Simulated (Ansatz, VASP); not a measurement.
# TiB2: VASP beside Ansatz

Wanted: the spread between two codes on one cell, functional and k mesh. The cell is taken from a series of runs on this material, whose earlier steps may have relaxed, scaled, displaced or heated it; both programs get it as it stands.

Program: Ansatz 0.2.0. Level of theory: plane waves, with VASP 6.6.1 beside it; zone-centre phonons at PBEsol. Results are calculated unless marked as measured.

**1. The starting structure**

The structure is hexagonal, space group P6/mmm (No. 191). Conventional cell: a = 3.078 Å, b = 3.078 Å, c = 3.156 Å, α = 90.00°, β = 90.00°, γ = 120.00°. Nearest to B lie 3 B at 1.78 Å and 6 Ti at 2.38 Å. Nearest to Ti lie 12 B at 2.38 Å. Farther neighbours are not listed.

**2. VASP: zone-centre phonons, PBEsol**

Second derivatives magnify differences that forces hide, and they need a tight electronic threshold.

Lines of VASP's logs that name or quote its potential files are left out, and so is its time.

Input file INCAR:

```
SYSTEM = TiB2
PREC = Accurate
ENCUT = 500
EDIFF = 1E-08
NELM = 120
ISMEAR = 1
SIGMA = 0.2
LREAL = .FALSE.
ALGO = Normal
GGA = PS
NBANDS = 15
LASPH = .TRUE.
LORBIT = 11
LWAVE = .FALSE.
LCHARG = .FALSE.
ISIF = 2
IBRION = 8
GGA_COMPAT = .FALSE.
KPAR = 2
```

Input file POSCAR:

```
TiB2
1.0
    3.0778458021      0.0000000000      0.0000000000
   -1.5389229011      2.6654926535      0.0000000000
    0.0000000000      0.0000000000      3.1557552178
B Ti
2 1
Direct
    0.3333333333      0.6666666667      0.5000000000
    0.6666666667      0.3333333333      0.5000000000
    0.0000000000      0.0000000000      0.0000000000
```

Input file KPOINTS:

```
Automatic mesh
0
Gamma
15 15 16
0 0 0
```

The projector-augmented-wave data sets are B and Ti_sv (PBE family, release 64).

Started as:

```bash
$ mpirun -np 2 vasp_std
```

Numbers of over 12 decimals in the logs are rounded to 6 here.

The program printed:

```text
[banner, memory and clock lines left out]
running    2 mpi-ranks, on    1 nodes
 distrk:  each k-point on    1 cores,    2 groups
 distr:  one band on    1 cores,    1 groups

 POSCAR found type information on POSCAR B Ti
 POSCAR found :  2 types and       3 ions
|                                                                             |
|               ----> ADVICE to this user running VASP <----                  |
|                                                                             |
|     You enforced a specific xc type in the INCAR file but a different       |
|     [... a line on the potential file left out ...]
|     I HOPE YOU KNOW WHAT YOU ARE DOING!                                     |
|                                                                             |

 LDA part: xc-table for (Slater+PW92), standard interpolation
 POSCAR, INCAR and KPOINTS ok, starting setup
 FFT: planning ... GRIDC
 FFT: planning ... GRID_SOFT
 FFT: planning ... GRID
 WAVECAR not read
 entering main loop
       N       E                     dE             d eps       ncg     rms          rms(c)
DAV:   1     0.119663107845E+03    0.11966E+03   -0.88316E+03  7290   0.133E+03
DAV:   2    -0.231932171242E+02   -0.14286E+03   -0.13822E+03  7780   0.352E+02
DAV:   3    -0.303836124596E+02   -0.71904E+01   -0.71023E+01 10591   0.770E+01
DAV:   4    -0.305801285029E+02   -0.19652E+00   -0.19639E+00  8777   0.114E+01
DAV:   5    -0.305853516306E+02   -0.52231E-02   -0.52229E-02 10910   0.156E+00    0.170E+01
DAV:   6    -0.257516724702E+02    0.48337E+01   -0.20453E+01 10141   0.512E+01    0.374E+00
DAV:   7    -0.257539156022E+02   -0.22431E-02   -0.11306E+00  7888   0.122E+01    0.338E+00
DAV:   8    -0.257560098281E+02   -0.20942E-02   -0.94344E-02 12197   0.267E+00    0.674E-01
DAV:   9    -0.257527432614E+02    0.32666E-02   -0.36093E-02  9076   0.250E+00    0.202E-01
DAV:  10    -0.257524426542E+02    0.30061E-03   -0.30816E-03  8840   0.716E-01    0.868E-02
DAV:  11    -0.257524390029E+02    0.36512E-05   -0.20450E-04 10328   0.155E-01    0.621E-02
DAV:  12    -0.257524063977E+02    0.32605E-04   -0.10841E-04  8784   0.134E-01    0.167E-02
DAV:  13    -0.257524064291E+02   -0.31487E-07   -0.66043E-06 10412   0.225E-02    0.133E-03
DAV:  14    -0.257524063552E+02    0.73896E-07   -0.34586E-07  9376   0.566E-03    0.610E-04
DAV:  15    -0.257524063744E+02   -0.19198E-07   -0.22329E-08  7868   0.165E-03    0.359E-04
DAV:  16    -0.257524063863E+02   -0.11849E-07   -0.10894E-09  4457   0.316E-04    0.574E-05
DAV:  17    -0.257524063874E+02   -0.10921E-08   -0.29099E-10  4107   0.199E-04
   1 F= -.25752406E+02 E0= -.25752534E+02  d E =0.383223E-03
 Linear response reoptimize wavefunctions to high precision
DAV:   1    -0.257524063874E+02   -0.46384E-10   -0.62070E-11  4499   0.781E-05
 Linear response DOF=           4
 Linear response progress:
  Degree of freedom:   1/  4
       N       E                     dE             d eps       ncg     rms          rms(c)
RMM:   1    -0.492694514113E-01   -0.49269E-01   -0.24535E-02 70455   0.140E+00
RMM:   2    -0.439596332259E-01    0.53098E-02   -0.29648E-03 59105   0.366E-01    0.156E-01
RMM:   3    -0.438319096923E-01    0.12772E-03   -0.11030E-03 59891   0.185E-01    0.775E-02
RMM:   4    -0.443639508569E-01   -0.53204E-03   -0.74448E-04 59590   0.140E-01    0.903E-03
RMM:   5    -0.443544204156E-01    0.95304E-05   -0.14280E-04 72552   0.532E-02    0.327E-03
RMM:   6    -0.443768895931E-01   -0.22469E-04   -0.31166E-05 75225   0.225E-02    0.138E-03
RMM:   7    -0.443700414887E-01    0.68481E-05   -0.53258E-06 73421   0.939E-03    0.425E-04
RMM:   8    -0.443756099212E-01   -0.55684E-05   -0.96890E-07 74935   0.455E-03    0.247E-04
RMM:   9    -0.443738574166E-01    0.17525E-05   -0.34308E-07 74986   0.220E-03    0.583E-05
RMM:  10    -0.443739444793E-01   -0.87063E-07   -0.14249E-07 76318   0.110E-03    0.171E-05
RMM:  11    -0.443740072686E-01   -0.62789E-07   -0.17013E-07 76511   0.562E-04    0.153E-05
RMM:  12    -0.443739911812E-01    0.16087E-07   -0.87073E-08 75762   0.309E-04    0.108E-05
RMM:  13    -0.443739559770E-01    0.35204E-07   -0.27746E-08 76225   0.165E-04    0.250E-06
RMM:  14    -0.443739548384E-01    0.11387E-08   -0.11321E-08 78992   0.935E-05    0.136E-06
 first order change of Fermi-energy   0.69091E-04
 force on displaced ion       1 direction 1 : -17.105  -0.001   0.000
 Linear response progress:
  Degree of freedom:   2/  4
       N       E                     dE             d eps       ncg     rms          rms(c)
RMM:   1    -0.450646534151E-01   -0.45065E-01    0.89390E-03 23685   0.166E+00
RMM:   2    -0.433188160823E-01    0.17458E-02   -0.23316E-03 21806   0.335E-01    0.120E-01
RMM:   3    -0.433253721502E-01   -0.65561E-05   -0.92275E-04 22316   0.174E-01    0.589E-02
RMM:   4    -0.437563565583E-01   -0.43098E-03   -0.49392E-04 22812   0.121E-01    0.115E-02
RMM:   5    -0.437969524699E-01   -0.40596E-04   -0.11222E-04 25984   0.516E-02    0.339E-03
RMM:   6    -0.438215033016E-01   -0.24551E-04   -0.21453E-05 26729   0.226E-02    0.128E-03
RMM:   7    -0.438112126861E-01    0.10291E-04   -0.50633E-06 26434   0.103E-02    0.493E-04
RMM:   8    -0.438129691096E-01   -0.17564E-05   -0.15087E-06 26951   0.506E-03    0.149E-04
RMM:   9    -0.438129715706E-01   -0.24610E-08    0.52290E-06 27002   0.247E-03    0.106E-04
RMM:  10    -0.438129462556E-01    0.25315E-07    0.39305E-06 26893   0.128E-03    0.499E-05
RMM:  11    -0.438133493263E-01   -0.40307E-06    0.18187E-06 26576   0.636E-04    0.231E-05
RMM:  12    -0.438133093489E-01    0.39977E-07    0.11435E-06 27601   0.343E-04    0.123E-05
RMM:  13    -0.438133040249E-01    0.53240E-08    0.54151E-07 27471   0.185E-04    0.124E-05
RMM:  14    -0.438132933072E-01    0.10718E-07    0.36659E-07 26598   0.102E-04    0.174E-06
RMM:  15    -0.438132830790E-01    0.10228E-07    0.19352E-07 27577   0.583E-05    0.514E-06
RMM:  16    -0.438132811793E-01    0.18997E-08    0.12873E-07 26704   0.342E-05    0.159E-06
RMM:  17    -0.438132785742E-01    0.26050E-08    0.70498E-08 27622   0.196E-05    0.220E-07
 first order change of Fermi-energy  -0.30216E-03
 force on displaced ion       1 direction 3 :  -0.000   0.000  -9.726
 Linear response progress:
  Degree of freedom:   3/  4
       N       E                     dE             d eps       ncg     rms          rms(c)
RMM:   1    -0.709841000679E+00   -0.70984E+00    0.35663E+00 17490   0.135E+02
RMM:   2    -0.671540394310E+00    0.38301E-01   -0.33549E-01 28928   0.517E+00    0.178E-01
RMM:   3    -0.669694712686E+00    0.18457E-02   -0.21896E-02 34089   0.123E+00    0.788E-02
RMM:   4    -0.669470781389E+00    0.22393E-03   -0.13170E-02 38875   0.571E-01    0.203E-02
RMM:   5    -0.670319817893E+00   -0.84904E-03   -0.11722E-03 39491   0.192E-01    0.109E-02
RMM:   6    -0.670660438859E+00   -0.34062E-03   -0.30800E-04 40512   0.848E-02    0.446E-03
RMM:   7    -0.670831959588E+00   -0.17152E-03   -0.67862E-05 40199   0.381E-02    0.112E-03
RMM:   8    -0.670877705542E+00   -0.45746E-04   -0.21362E-05 41738   0.173E-02    0.227E-04
RMM:   9    -0.670883519939E+00   -0.58144E-05   -0.11570E-05 42435   0.888E-03    0.150E-04
RMM:  10    -0.670886823286E+00   -0.33033E-05   -0.62945E-06 42706   0.470E-03    0.146E-04
RMM:  11    -0.670899515040E+00   -0.12692E-04   -0.42075E-06 39180   0.305E-03    0.166E-04
RMM:  12    -0.670894938842E+00    0.45762E-05   -0.43759E-06 41156   0.196E-03    0.942E-06
RMM:  13    -0.670895595323E+00   -0.65648E-06   -0.32375E-06 42513   0.135E-03    0.111E-05
RMM:  14    -0.670893802326E+00    0.17930E-05   -0.24008E-06 40408   0.104E-03    0.661E-05
RMM:  15    -0.670894276222E+00   -0.47390E-06   -0.21518E-06 41242   0.815E-04    0.583E-05
RMM:  16    -0.670895241461E+00   -0.96524E-06   -0.16663E-06 38778   0.680E-04    0.341E-05
RMM:  17    -0.670895726918E+00   -0.48546E-06   -0.14796E-06 40909   0.568E-04    0.263E-05
RMM:  18    -0.670895765961E+00   -0.39044E-07   -0.11626E-06 42726   0.482E-04    0.312E-05
RMM:  19    -0.670896220473E+00   -0.45451E-06   -0.95701E-07 35289   0.429E-04    0.205E-05
RMM:  20    -0.670896267689E+00   -0.47216E-07   -0.81553E-07 38085   0.371E-04    0.171E-05
RMM:  21    -0.670896391872E+00   -0.12418E-06   -0.82904E-07 38958   0.325E-04    0.157E-05
RMM:  22    -0.670896397689E+00   -0.58168E-08   -0.71243E-07 39888   0.287E-04    0.170E-05
RMM:  23    -0.670896406070E+00   -0.83817E-08   -0.61683E-07 34368   0.255E-04    0.184E-05
 first order change of Fermi-energy   0.42589E-03
 force on displaced ion       3 direction 1 : -14.349  -0.000   0.000
 Linear response progress:
  Degree of freedom:   4/  4
       N       E                     dE             d eps       ncg     rms          rms(c)
RMM:   1    -0.783365819328E+00   -0.78337E+00   -0.13985E+00  7520   0.133E+02
RMM:   2    -0.734711971248E+00    0.48654E-01   -0.31435E-01 11947   0.478E+00    0.195E-01
RMM:   3    -0.733621522030E+00    0.10904E-02   -0.23069E-02 13953   0.118E+00    0.880E-02
RMM:   4    -0.733952041675E+00   -0.33052E-03   -0.16764E-02 15345   0.581E-01    0.266E-02
RMM:   5    -0.735010138894E+00   -0.10581E-02   -0.15057E-03 16129   0.193E-01    0.177E-02
RMM:   6    -0.735891470308E+00   -0.88133E-03   -0.29761E-04 14909   0.894E-02    0.309E-03
RMM:   7    -0.735723332414E+00    0.16814E-03   -0.82921E-05 16206   0.377E-02    0.305E-03
RMM:   8    -0.735835373665E+00   -0.11204E-03   -0.26322E-05 15902   0.193E-02    0.540E-04
RMM:   9    -0.735851890794E+00   -0.16517E-04   -0.12998E-07 17425   0.997E-03    0.226E-04
RMM:  10    -0.735845250139E+00    0.66407E-05    0.84864E-06 17050   0.580E-03    0.202E-04
RMM:  11    -0.735852925482E+00   -0.76753E-05    0.29080E-06 16464   0.385E-03    0.474E-05
RMM:  12    -0.735855252097E+00   -0.23266E-05    0.11139E-06 16892   0.281E-03    0.209E-05
RMM:  13    -0.735856401469E+00   -0.11494E-05    0.87399E-07 17127   0.217E-03    0.149E-05
RMM:  14    -0.735856489583E+00   -0.88114E-07    0.68644E-07 17846   0.175E-03    0.214E-05
[...]
RMM:  19    -0.735857554768E+00   -0.30831E-07    0.33365E-07 16764   0.832E-04    0.260E-05
RMM:  20    -0.735857788093E+00   -0.23333E-06    0.24671E-07 15044   0.741E-04    0.249E-05
RMM:  21    -0.735857732454E+00    0.55639E-07    0.63197E-08 15449   0.655E-04    0.321E-05
RMM:  22    -0.735857768175E+00   -0.35722E-07   -0.10356E-07 15351   0.581E-04    0.355E-05
RMM:  23    -0.735857783226E+00   -0.15051E-07   -0.18503E-07 13655   0.519E-04    0.395E-05
RMM:  24    -0.735857793614E+00   -0.10388E-07   -0.30434E-07 11769   0.464E-04    0.423E-05
RMM:  25    -0.735857819342E+00   -0.25728E-07   -0.43933E-07 13785   0.417E-04    0.437E-05
RMM:  26    -0.735857847044E+00   -0.27702E-07   -0.49661E-07 10653   0.374E-04    0.465E-05
 first order change of Fermi-energy   0.24602E-02
 force on displaced ion       3 direction 3 :  -0.000  -0.000 -14.507
 Linear response finished
```

From OUTCAR (step 2):

```text
ion  position               nearest neighbor table
   1  0.333  0.667  0.500-   2 1.78   2 1.78   2 1.78   3 2.38   3 2.38   3 2.38   3 2.38   3 2.38
                             3 2.38
   2  0.667  0.333  0.500-   1 1.78   1 1.78   1 1.78   3 2.38   3 2.38   3 2.38   3 2.38   3 2.38
                             3 2.38
   3  0.000  0.000  0.000-   1 2.38   2 2.38   1 2.38   2 2.38   1 2.38   1 2.38   2 2.38   2 2.38
                             2 2.38   2 2.38   1 2.38   1 2.38

  LATTYP: Found a hexagonal cell.
 ALAT       =     3.0778458021
 C/A-ratio  =     1.0253129691

 Subroutine GETGRP returns: Found 24 space group operations
 (whereof 24 operations were pure point group operations)

The static configuration has the point symmetry D_6h.

 Found    243 irreducible k-points:

   k-points           NKPTS =    243   k-points in BZ     NKDIM =    243   number of bands    NBANDS=     15

   dimension x,y,z NGX =    24 NGY =   24 NGZ =   24
   dimension x,y,z NGXF=    48 NGYF=   48 NGZF=   48

   ENCUT  =  500.0 eV  36.75 Ry    6.06 a.u.   5.61  5.61  5.75*2*pi/ulx,y,z

   NELECT =      18.0000    total number of electrons

 k-points in reciprocal lattice and weights: Automatic mesh
   0.00000000  0.00000000  0.00000000       0.000
   0.06666667  0.00000000  0.00000000       0.002
   0.13333333  0.00000000  0.00000000       0.002
   0.20000000 -0.00000000  0.00000000       0.002
   0.26666667  0.00000000  0.00000000       0.002
   0.33333333  0.00000000  0.00000000       0.002
   0.40000000  0.00000000  0.00000000       0.002
   0.46666667  0.00000000  0.00000000       0.002
   0.06666667  0.06666667  0.00000000       0.002
[...]
0.33333333  0.26666667  0.50000000       0.003
   0.33333333  0.33333333  0.50000000       0.001

 average (electrostatic) potential at core
       1 -22.6263       2 -22.6263       3 -70.8033

  Total       -2.0319960     -2.0319960      0.0452839      0.0000000     -0.0000000     -0.0000000
  in kB     -125.7493586   -125.7493586      2.8023757      0.0000000     -0.0000000     -0.0000000
  external PRESSURE =     -82.8987805 kB  Pullay stress =       0.0000000 kB

  energy-cutoff  :      500.00
  volume of cell :       25.89
      direct lattice vectors                 reciprocal lattice vectors
     3.077845802  0.000000000  0.000000000     0.324902566  0.187582584  0.000000000
    -1.538922901  2.665492653  0.000000000     0.000000000  0.375165168  0.000000000
     0.000000000  0.000000000  3.155755218     0.000000000  0.000000000  0.316881358

 POSITION                                       TOTAL-FORCE (eV/Angst)
 -----------------------------------------------------------------------------------
     -0.00000      1.77700      1.57788        -0.000000      0.000000     -0.000000
      1.53892      0.88850      1.57788         0.000000     -0.000000      0.000000
      0.00000      0.00000      0.00000         0.000000      0.000000      0.000000
 -----------------------------------------------------------------------------------
    total drift:                               -0.000000      0.000000      0.000000

 Eigenvectors and eigenvalues of the dynamical matrix
 ----------------------------------------------------

   1 f  =   24.728247 THz   155.372160 2PiTHz  824.845546 cm-1   102.267768 meV
             X         Y         Z           dx          dy          dz
     -0.000000  1.776995  1.577878    -0.653135    0.270950    0.000000
      1.538923  0.888498  1.577878     0.653135   -0.270950   -0.000000
      0.000000  0.000000  0.000000     0.000000   -0.000000   -0.000000

   2 f  =   24.728247 THz   155.372160 2PiTHz  824.845546 cm-1   102.267768 meV
             X         Y         Z           dx          dy          dz
     -0.000000  1.776995  1.577878    -0.270950   -0.653135    0.000000
      1.538923  0.888498  1.577878     0.270950    0.653135   -0.000000
      0.000000  0.000000  0.000000    -0.000000    0.000000    0.000000

   3 f  =   16.609277 THz   104.359163 2PiTHz  554.025833 cm-1    68.690418 meV
             X         Y         Z           dx          dy          dz
     -0.000000  1.776995  1.577878     0.000000   -0.000000    0.707107
      1.538923  0.888498  1.577878     0.000000   -0.000000   -0.707107
      0.000000  0.000000  0.000000    -0.000000    0.000000    0.000000

   4 f  =   15.424198 THz    96.913094 2PiTHz  514.495862 cm-1    63.789328 meV
             X         Y         Z           dx          dy          dz
     -0.000000  1.776995  1.577878     0.000000   -0.000000    0.586832
      1.538923  0.888498  1.577878     0.000000   -0.000000    0.586832
      0.000000  0.000000  0.000000    -0.000000    0.000000   -0.557903

   5 f  =   15.333619 THz    96.343972 2PiTHz  511.474490 cm-1    63.414726 meV
             X         Y         Z           dx          dy          dz
     -0.000000  1.776995  1.577878    -0.541938    0.224813    0.000000
      1.538923  0.888498  1.577878    -0.541938    0.224813    0.000000
      0.000000  0.000000  0.000000     0.515545   -0.213865   -0.000000

   6 f  =   15.333619 THz    96.343972 2PiTHz  511.474490 cm-1    63.414726 meV
             X         Y         Z           dx          dy          dz
     -0.000000  1.776995  1.577878    -0.224813   -0.541938   -0.000000
      1.538923  0.888498  1.577878    -0.224813   -0.541938   -0.000000
      0.000000  0.000000  0.000000     0.213865    0.515545    0.000000

   7 f/i=    0.002607 THz     0.016381 2PiTHz    0.086967 cm-1     0.010782 meV
             X         Y         Z           dx          dy          dz
     -0.000000  1.776995  1.577878    -0.000000    0.000000    0.394497
      1.538923  0.888498  1.577878    -0.000000    0.000000    0.394497
      0.000000  0.000000  0.000000    -0.000000    0.000000    0.829906

   8 f/i=    0.007059 THz     0.044353 2PiTHz    0.235461 cm-1     0.029193 meV
             X         Y         Z           dx          dy          dz
     -0.000000  1.776995  1.577878    -0.387600    0.074356   -0.000000
      1.538923  0.888498  1.577878    -0.387600    0.074356   -0.000000
      0.000000  0.000000  0.000000    -0.814885    0.156324   -0.000000

   9 f/i=    0.007059 THz     0.044353 2PiTHz    0.235461 cm-1     0.029193 meV
             X         Y         Z           dx          dy          dz
     -0.000000  1.776995  1.577878    -0.074356   -0.387600    0.000000
      1.538923  0.888498  1.577878    -0.074356   -0.387600    0.000000
      0.000000  0.000000  0.000000    -0.156324   -0.814885    0.000000

 ELASTIC MODULI CONTR FROM IONIC RELAXATION (kBar)
 Direction    XX          YY          ZZ          XY          YZ          ZX
 --------------------------------------------------------------------------------
 XX         -14.6724     14.6724      0.0000      0.0000     -0.0000      0.0000
 YY          14.6724    -14.6724     -0.0000      0.0000      0.0000      0.0000
 ZZ           0.0000     -0.0000     -0.0000     -0.0000     -0.0000      0.0000
 XY           0.0000      0.0000     -0.0000    -14.6724     -0.0000      0.0000
 YZ          -0.0000      0.0000     -0.0000     -0.0000     -0.0000      0.0000
 ZX           0.0000      0.0000      0.0000      0.0000      0.0000      0.0000
 --------------------------------------------------------------------------------
```

(Continued in part 2 of 2.)

[Lines on the potential files, build, host, timing and source positions are cut from VASP's logs without a mark.]

[Logs are printed without paths, hosts, clocks, repeated set-up lines and the standing remarks that a program may print on its own settings, such as how far it seeks lower states.]

[Hosts, paths, dates, database ids (printed as entryN), source tags and the programs' standing remarks are cut or masked in the printed files.]
